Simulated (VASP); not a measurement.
Write the native input for VASP 6.6.1 that does the following.

| Property | Result |
| --- | --- |
| Task | single point |
| Functional | PBE |
| Dispersion | D3(BJ) |
| Potentials or basis | VASP PAW PBE potentials, release 64 (Si, F, N) |
| Cutoff | 520 eV |
| k mesh | 1 × 1 × 1 |
| Occupations | fermi-dirac, width 0.05 eV |
| Spin | no spin polarisation |
| Dipole correction | no |
| Further INCAR settings | LREAL = Auto; ALGO = Normal; EDIFF = 1e-06; NBANDS = 79 |

The structure of SiN2F4 lies in POSCAR:

```
SiN2F4
1.0
    7.8622240000      0.0000000000      0.0000000000
    0.0000000000      7.8622240000      0.0000000000
    0.0000000000      0.0000000000      7.8622240000
Si F N
3 12 6
Direct
    0.4989513144      0.2091751757      0.0494815156
    0.1882097617      0.6265702966      0.6837635303
    0.8397040321      0.6847161027      0.2107119155
    0.6276675105      0.3290629686      0.1457940310
    0.3139196161      0.2389769673      0.1199880895
    0.5025430159      0.2501151001     -0.1465588278
    0.5506931394      0.0179638382      0.0801254462
    0.2538391996      0.4690019139      0.5790219174
    0.1159139530      0.5643373408      0.8602943642
    0.3399388886      0.7531420000      0.7165338764
    0.0428623442      0.7201098966      0.5827402218
    0.9666217194      0.5311313401      0.2302345263
    0.7508928339      0.6775042031      0.0311170132
    0.7030334110      0.6763889997      0.3564484518
    0.9412248500      0.8567814319      0.2241292351
    0.3279328953      0.7127065523      0.2654137306
    0.3527921423      0.6533643900      0.1408006752
    0.8504425510      0.3262720678      0.5562292905
    0.7640790967      0.2258712574      0.5107455602
   -0.0712056150      0.1186130909      0.9197208145
    0.0383128400      0.0411328663      0.8796780225
```

The cell was built by a generator and needn't be a form met in nature.

The input as run:

INCAR

```
SYSTEM = SiN2F4
ALGO     = Normal         ! electronic algorithm
EDIFF    = 1E-6           ! SCF threshold, eV
ENCUT    = 520            ! plane-wave cutoff, eV
GGA      = PE             ! functional
ISIF     = 2              ! what is computed and relaxed
ISMEAR   = -1             ! smearing method
IVDW     = 12             ! dispersion correction
LASPH    = .True.         ! aspherical terms in the spheres
LCHARG   = .True.         ! write CHGCAR
LELF     = .True.         ! ELF
LREAL    = Auto         
LVHAR    = .True.       
LWAVE    = .False.        ! write WAVECAR
NBANDS   = 79             ! bands
NELM     = 100            ! most SCF steps
PREC     = Accurate       ! precision mode
SIGMA    = 0.05           ! smearing width, eV
```

KPOINTS

```
k-points
0
Gamma
  1 1 1
  0 0 0
```

Potentials or basis: VASP PAW PBE potentials, release 64 (Si, F, N).

Command:

```sh
$ cat potpaw_PBE.64/Si/POTCAR potpaw_PBE.64/F/POTCAR potpaw_PBE.64/N/POTCAR > POTCAR
$ mpirun -np 1 vasp_gam > vasp.out
```

Results of the run:

| Item | Value |
| --- | --- |
| Pressure | 1.0 GPa |
| Largest force | 1.883 eV/Å |
| Band gap on the k mesh | 7.88 eV, direct |
| Dispersion energy per atom | -0.045 eV |

Caveat: the standard files for N, O and F lose accuracy on very short bonds.

Wall time 37 s on 1 thread of Intel(R) Xeon(R) 6975P-C (Granite Rapids) (shared host), peak memory 0.45 GiB.
